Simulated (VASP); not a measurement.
Calculation: PBE GGA, VASP's PBE PAW potentials (set 64) (plane waves; VASP).

A VASP calculation is set up with these files.

KPOINTS:
```
Automatic mesh
0
Gamma
3 3 3
0 0 0
```

POSCAR:
```
Al32
1
    8.0715331257    -0.0000000000    -0.0000000000
   -0.0000000000     8.0715331257     0.0000000000
    0.0000000000     0.0000000000     8.0715331257
Al
32
Direct
  0.5000000000   0.0000000000   0.0000000000
  0.7500000000   0.2500000000   0.0000000000
  0.7500000000   0.0000000000   0.2500000000
  0.0000000000   0.0000000000   0.0000000000
  0.2500000000   0.2500000000   0.0000000000
  0.5000000000   0.5000000000   0.0000000000
  0.7500000000   0.7500000000   0.0000000000
  0.2500000000   0.0000000000   0.2500000000
  0.5000000000   0.2500000000   0.2500000000
  0.7500000000   0.5000000000   0.2500000000
  0.5000000000   0.0000000000   0.5000000000
  0.7500000000   0.2500000000   0.5000000000
  0.7500000000   0.0000000000   0.7500000000
  0.0000000000   0.5000000000   0.0000000000
  0.2500000000   0.7500000000   0.0000000000
  0.0000000000   0.2500000000   0.2500000000
  0.2500000000   0.5000000000   0.2500000000
  0.5000000000   0.7500000000   0.2500000000
  0.0000000000   0.0000000000   0.5000000000
  0.2500000000   0.2500000000   0.5000000000
  0.5000000000   0.5000000000   0.5000000000
  0.7500000000   0.7500000000   0.5000000000
  0.2500000000   0.0000000000   0.7500000000
  0.5000000000   0.2500000000   0.7500000000
  0.7500000000   0.5000000000   0.7500000000
  0.0000000000   0.7500000000   0.2500000000
  0.0000000000   0.5000000000   0.5000000000
  0.2500000000   0.7500000000   0.5000000000
  0.0000000000   0.2500000000   0.7500000000
  0.2500000000   0.5000000000   0.7500000000
  0.5000000000   0.7500000000   0.7500000000
  0.0000000000   0.7500000000   0.7500000000
```

**INCAR**
```
SYSTEM = Al32
PREC = Normal
ENCUT = 400
EDIFF = 1E-5
NELM = 100
ALGO = Fast
LREAL = Auto
LASPH = .TRUE.
ISMEAR = 1
SIGMA = 0.1
GGA = PE
LWAVE = .TRUE.
LCHARG = .FALSE.
NELMIN = 4
IBRION = 2
ISIF = 2
NSW = 20
EDIFFG = -0.03
```

POTCAR, in this order: Al (PBE.64 set). Program: vasp_std.

What VASP printed:

### OUTCAR
```
 ion  position               nearest neighbor table
   1  0.500  0.000  0.000-   2 2.85   3 2.85   5 2.85   7 2.85   8 2.85   9 2.85  13 2.85  15 2.85
                            18 2.85  23 2.85  24 2.85  31 2.85
   2  0.750  0.250  0.000-   1 2.85   3 2.85   4 2.85   6 2.85   9 2.85  10 2.85  13 2.85  14 2.85
                            16 2.85  24 2.85  25 2.85  29 2.85
   3  0.750  0.000  0.250-   1 2.85   2 2.85   4 2.85   7 2.85   9 2.85  11 2.85  12 2.85  16 2.85
                            18 2.85  19 2.85  22 2.85  26 2.85
   4  0.000  0.000  0.000-   2 2.85   3 2.85   5 2.85   7 2.85   8 2.85  13 2.85  15 2.85  16 2.85
                            23 2.85  26 2.85  29 2.85  32 2.85
   5  0.250  0.250  0.000-   1 2.85   4 2.85   6 2.85   8 2.85   9 2.85  14 2.85  16 2.85  17 2.85
                            23 2.85  24 2.85  29 2.85  30 2.85
   6  0.500  0.500  0.000-   2 2.85   5 2.85   7 2.85   9 2.85  10 2.85  15 2.85  17 2.85  18 2.85
                            24 2.85  25 2.85  30 2.85  31 2.85
   7  0.750  0.750  0.000-   1 2.85   3 2.85   4 2.85   6 2.85  10 2.85  13 2.85  14 2.85  18 2.85
                            25 2.85  26 2.85  31 2.85  32 2.85
   8  0.250  0.000  0.250-   1 2.85   4 2.85   5 2.85   9 2.85  11 2.85  15 2.85  16 2.85  18 2.85
                            19 2.85  20 2.85  26 2.85  28 2.85
   9  0.500  0.250  0.250-   1 2.85   2 2.85   3 2.85   5 2.85   6 2.85   8 2.85  10 2.85  11 2.85
                            12 2.85  17 2.85  20 2.85  21 2.85
  10  0.750  0.500  0.250-   2 2.85   6 2.85   7 2.85   9 2.85  12 2.85  14 2.85  16 2.85  18 2.85
                            21 2.85  22 2.85  26 2.85  27 2.85
  11  0.500  0.000  0.500-   3 2.85   8 2.85   9 2.85  12 2.85  13 2.85  18 2.85  20 2.85  22 2.85
                            23 2.85  24 2.85  28 2.85  31 2.85
  12  0.750  0.250  0.500-   3 2.85   9 2.85  10 2.85  11 2.85  13 2.85  16 2.85  19 2.85  21 2.85
                            24 2.85  25 2.85  27 2.85  29 2.85
  13  0.750  0.000  0.750-   1 2.85   2 2.85   4 2.85   7 2.85  11 2.85  12 2.85  19 2.85  22 2.85
                            24 2.85  29 2.85  31 2.85  32 2.85
  14  0.000  0.500  0.000-   2 2.85   5 2.85   7 2.85  10 2.85  15 2.85  16 2.85  17 2.85  25 2.85
                            26 2.85  29 2.85  30 2.85  32 2.85
  15  0.250  0.750  0.000-   1 2.85   4 2.85   6 2.85   8 2.85  14 2.85  17 2.85  18 2.85  23 2.85
                            26 2.85  30 2.85  31 2.85  32 2.85
  16  0.000  0.250  0.250-   2 2.85   3 2.85   4 2.85   5 2.85   8 2.85  10 2.85  12 2.85  14 2.85
                            17 2.85  19 2.85  20 2.85  27 2.85
  17  0.250  0.500  0.250-   5 2.85   6 2.85   9 2.85  14 2.85  15 2.85  16 2.85  18 2.85  20 2.85
                            21 2.85  26 2.85  27 2.85  28 2.85
  18  0.500  0.750  0.250-   1 2.85   3 2.85   6 2.85   7 2.85   8 2.85  10 2.85  11 2.85  15 2.85
                            17 2.85  21 2.85  22 2.85  28 2.85
  19  0.000  0.000  0.500-   3 2.85   8 2.85  12 2.85  13 2.85  16 2.85  20 2.85  22 2.85  23 2.85
                            26 2.85  28 2.85  29 2.85  32 2.85
  20  0.250  0.250  0.500-   8 2.85   9 2.85  11 2.85  16 2.85  17 2.85  19 2.85  21 2.85  23 2.85
...
```

OSZICAR:
```
       N       E                     dE             d eps       ncg     rms          rms(c)
DAV:   1     0.107527240397E+03    0.10753E+03   -0.28712E+04   520   0.960E+02
DAV:   2    -0.108902840296E+03   -0.21643E+03   -0.20250E+03   614   0.134E+02
DAV:   3    -0.120966374667E+03   -0.12064E+02   -0.11499E+02   656   0.264E+01
DAV:   4    -0.121218331488E+03   -0.25196E+00   -0.24945E+00   606   0.394E+00
DAV:   5    -0.121222163341E+03   -0.38319E-02   -0.38286E-02   623   0.519E-01    0.733E+00
RMM:   6    -0.120814876086E+03    0.40729E+00   -0.46913E-02   520   0.733E-01    0.430E+00
RMM:   7    -0.120519261981E+03    0.29561E+00   -0.12769E-01   520   0.116E+00    0.549E-01
RMM:   8    -0.120517469330E+03    0.17927E-02   -0.66444E-03   520   0.278E-01    0.534E-02
RMM:   9    -0.120517536924E+03   -0.67594E-04   -0.95180E-04   525   0.120E-01    0.759E-02
RMM:  10    -0.120517542283E+03   -0.53584E-05   -0.13109E-04   523   0.391E-02    0.247E-01
RMM:  11    -0.120517522073E+03    0.20210E-04   -0.28757E-05   354   0.186E-02    0.979E-02
RMM:  12    -0.120517515499E+03    0.65738E-05   -0.87772E-06   311   0.119E-02
   1 F= -.12051752E+03 E0= -.12050519E+03  d E =-.120518E+03
```

OUTCAR:
```
------------------------ aborting loop because EDIFF is reached ----------------------------------------
  FORCE on cell =-STRESS in cart. coord.  units (eV):
  Direction    XX          YY          ZZ          XY          YZ          ZX
  --------------------------------------------------------------------------------------
  Total        1.9685138      1.9685138      1.9685138      0.0000000      0.0000000     -0.0000000
  in kB        5.9976477      5.9976477      5.9976477      0.0000000      0.0000000     -0.0000000
  external PRESSURE =       5.9976477 kB  Pullay stress =       0.0000000 kB
  volume of cell :      525.86
      direct lattice vectors                 reciprocal lattice vectors
     8.071533126  0.000000000  0.000000000     0.123892200  0.000000000  0.000000000
     0.000000000  8.071533126  0.000000000     0.000000000  0.123892200  0.000000000
     0.000000000  0.000000000  8.071533126     0.000000000  0.000000000  0.123892200
 POSITION                                       TOTAL-FORCE (eV/Angst)
 -----------------------------------------------------------------------------------
      4.03577      0.00000      0.00000        -0.000000     -0.000000     -0.000000
      6.05365      2.01788      0.00000         0.000000      0.000000      0.000000
      6.05365      0.00000      2.01788         0.000000     -0.000000     -0.000000
      0.00000      0.00000      0.00000        -0.000000      0.000000      0.000000
      2.01788      2.01788      0.00000         0.000000     -0.000000     -0.000000
      4.03577      4.03577      0.00000        -0.000000      0.000000     -0.000000
      6.05365      6.05365      0.00000        -0.000000     -0.000000      0.000000
      2.01788      0.00000      2.01788        -0.000000      0.000000     -0.000000
      4.03577      2.01788      2.01788        -0.000000      0.000000     -0.000000
      6.05365      4.03577      2.01788        -0.000000      0.000000     -0.000000
      4.03577      0.00000      4.03577        -0.000000     -0.000000      0.000000
      6.05365      2.01788      4.03577         0.000000      0.000000      0.000000
      6.05365      0.00000      6.05365        -0.000000      0.000000      0.000000
      0.00000      4.03577      0.00000        -0.000000     -0.000000      0.000000
      2.01788      6.05365      0.00000         0.000000     -0.000000      0.000000
      0.00000      2.01788      2.01788         0.000000     -0.000000      0.000000
      2.01788      4.03577      2.01788         0.000000     -0.000000      0.000000
      4.03577      6.05365      2.01788        -0.000000     -0.000000      0.000000
      0.00000      0.00000      4.03577        -0.000000     -0.000000     -0.000000
      2.01788      2.01788      4.03577         0.000000      0.000000     -0.000000
      4.03577      4.03577      4.03577        -0.000000     -0.000000     -0.000000
      6.05365      6.05365      4.03577         0.000000      0.000000      0.000000
      2.01788      0.00000      6.05365        -0.000000     -0.000000     -0.000000
      4.03577      2.01788      6.05365        -0.000000      0.000000     -0.000000
      6.05365      4.03577      6.05365         0.000000     -0.000000      0.000000
      0.00000      6.05365      2.01788        -0.000000      0.000000     -0.000000
      0.00000      4.03577      4.03577         0.000000      0.000000     -0.000000
      2.01788      6.05365      4.03577         0.000000     -0.000000     -0.000000
      0.00000      2.01788      6.05365        -0.000000      0.000000      0.000000
      2.01788      4.03577      6.05365         0.000000      0.000000      0.000000
      4.03577      6.05365      6.05365         0.000000     -0.000000      0.000000
      0.00000      6.05365      6.05365        -0.000000     -0.000000      0.000000
 -----------------------------------------------------------------------------------
    total drift:                               -0.000000     -0.000000      0.000000
  FREE ENERGIE OF THE ION-ELECTRON SYSTEM (eV)
  ---------------------------------------------------
  free  energy   TOTEN  =      -120.5175154993 eV

  energy  without entropy=     -120.4805418003  energy(sigma->0) =     -120.50519093

 reached required accuracy - stopping structural energy minimisation
```
(Selected blocks of OUTCAR.)

The cell is a supercell, built from Al (fcc).
